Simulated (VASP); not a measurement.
Given:

```xyz
4
Lattice="-1.9753 1.9753 4.3432 1.9753 -1.9753 4.3432 1.9753 1.9753 -4.3432" Properties=species:S:1:pos:R:3 pbc="T T T"
Sc     0.0000     0.0000     0.0000
Al     0.0000     1.9753     2.1716
Al     1.9753     0.0000     2.1716
Al     0.0000     0.0000     4.3432
```

Method: LDA (Ceperley-Alder, Perdew-Zunger) with spin-orbit coupling, VASP's LDA PAW potentials (set 64) (plane waves; VASP). Run with 400 eV cut-off, 10×10×10 Γ-centred mesh, Gaussian smearing of 0.050 eV, potentials Sc_sv Al.

Task: Give the energies of bands 13 to 26 at the high-symmetry points, in eV from the Fermi level.

Result: 
```json
[
 {"band": "13", "Γ": "-2.26", "X": "-4.34", "P": "-4.67", "N": "-3.23", "M": "-1.81", "S": "-5.20", "R": "-4.75"},
 {"band": "14", "Γ": "-2.26", "X": "-4.34", "P": "-4.67", "N": "-3.23", "M": "-1.81", "S": "-5.20", "R": "-4.75"},
 {"band": "15", "Γ": "-1.05", "X": "-3.49", "P": "-3.97", "N": "-2.75", "M": "-0.92", "S": "-0.79", "R": "-3.27"},
 {"band": "16", "Γ": "-1.05", "X": "-3.49", "P": "-3.97", "N": "-2.75", "M": "-0.92", "S": "-0.79", "R": "-3.27"},
 {"band": "17", "Γ": "-1.04", "X": "-2.37", "P": "-1.52", "N": "-0.73", "M": "-0.92", "S": "-0.30", "R": "-2.03"},
 {"band": "18", "Γ": "-1.04", "X": "-2.37", "P": "-1.52", "N": "-0.73", "M": "-0.92", "S": "-0.30", "R": "-2.03"},
 {"band": "19", "Γ": "-0.96", "X": "-1.89", "P": "-1.51", "N": "0.32", "M": "0.21", "S": "-0.17", "R": "-1.00"},
 {"band": "20", "Γ": "-0.96", "X": "-1.89", "P": "-1.51", "N": "0.32", "M": "0.21", "S": "-0.17", "R": "-1.00"},
 {"band": "21", "Γ": "1.69", "X": "-0.55", "P": "-0.87", "N": "1.14", "M": "1.49", "S": "1.16", "R": "-0.40"},
 {"band": "22", "Γ": "1.69", "X": "-0.55", "P": "-0.87", "N": "1.14", "M": "1.49", "S": "1.16", "R": "-0.40"},
 {"band": "23", "Γ": "1.72", "X": "2.65", "P": "1.19", "N": "1.94", "M": "1.50", "S": "2.25", "R": "2.47"},
 {"band": "24", "Γ": "1.72", "X": "2.65", "P": "1.19", "N": "1.94", "M": "1.50", "S": "2.25", "R": "2.47"},
 {"band": "25", "Γ": "1.75", "X": "2.88", "P": "2.70", "N": "2.81", "M": "1.95", "S": "2.42", "R": "2.58"},
 {"band": "26", "Γ": "1.75", "X": "2.91", "P": "2.70", "N": "2.82", "M": "1.95", "S": "2.42", "R": "2.58"}
]
```

It has no gap at this level: it comes out as a metal or semimetal.

The structure comes from a computed database's ScAl3 entry (I4/mmm); how it stands against other phases isn't given here. It was relaxed first, which changed the volume by -5 %.
